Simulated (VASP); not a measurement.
Crystal: CsPbCl3.

```
Cs Pb Cl
1.0
     5.61857    0.00000    0.00000
     0.00000    5.61857    0.00000
     0.00000    0.00000    5.61857
Cs Pb Cl
1 1 3
Direct
  0.00000 0.00000 0.00000
  0.50000 0.50000 0.50000
  0.50000 0.50000 0.00000
  0.00000 0.50000 0.50000
  0.50000 0.00000 0.50000
```

Program: VASP 6.6.1. Alike in all runs: no spin polarisation; cell as given; k mesh 6 × 6 × 6; cutoff (eV) 520; smearing gaussian 0.03 eV.

Question: Order these runs on this cell by their band gap on the k mesh, lowest first.
A. level r2SCAN; potentials or basis VASP PAW PBE potentials, release 64 (Cs_sv, Pb_d, Cl)
B. level PBE; potentials or basis VASP PAW PBE potentials, release 64 (Cs_sv, Pb_d, Cl)
C. level LDA; potentials or basis VASP PAW LDA potentials, release 64 (Cs_sv, Pb_d, Cl)

Answer: C (1.74 eV), B (1.97 eV), A (2.34 eV).

Caveats: spin-orbit coupling is left out, which as a rule narrows the gap of such compounds by several tenths of an eV.

A k mesh can miss the band edges.
